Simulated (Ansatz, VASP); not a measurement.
# Two plane-wave programs on YAl2N3

```xyz
6
Lattice="3.5478 0.0000 0.0000 0.0000 3.5478 0.0000 0.0000 0.0000 5.8537" Properties=species:S:1:pos:R:3 pbc="T T T"
Y     1.7739    1.7739    0.0000
Al    0.0000    0.0000    1.8466
Al    0.0000    0.0000    4.0071
N     0.0000    1.7739    2.9269
N     1.7739    0.0000    2.9269
N     0.0000    0.0000    0.0000
```

Alike in both runs: functional PBE; k mesh 10 × 10 × 6; occupations gaussian, width 0.1 eV; no spin polarisation.

Ansatz relaxed the structure, and its values are those at the end. VASP's run is a single point on that final structure, the one shown.

|  | VASP | Ansatz |
| --- | --- | --- |
| version | VASP 6.6.1 | Ansatz 0.2.0 |
| potentials or method | VASP PAW PBE potentials, release 64 (Y_sv, Al, N) | scalar-relativistic, plane waves, PAW |
| plane-wave cutoff (eV) | 520 | 420 |
| valence electrons in the cell | 32 | 32 |

|  | VASP | Ansatz | Ansatz less VASP |
| --- | --- | --- | --- |
| gap on the k mesh at the Fermi level (eV) | none | none | - |
| pressure (GPa) | -0.1 | 0.0 | +0.15 |
| rms of the force components (eV/Å) | 0.004 | 0.000 | -0.0042 |

A gap of «none» marks a metal or a gap that the smearing closes.
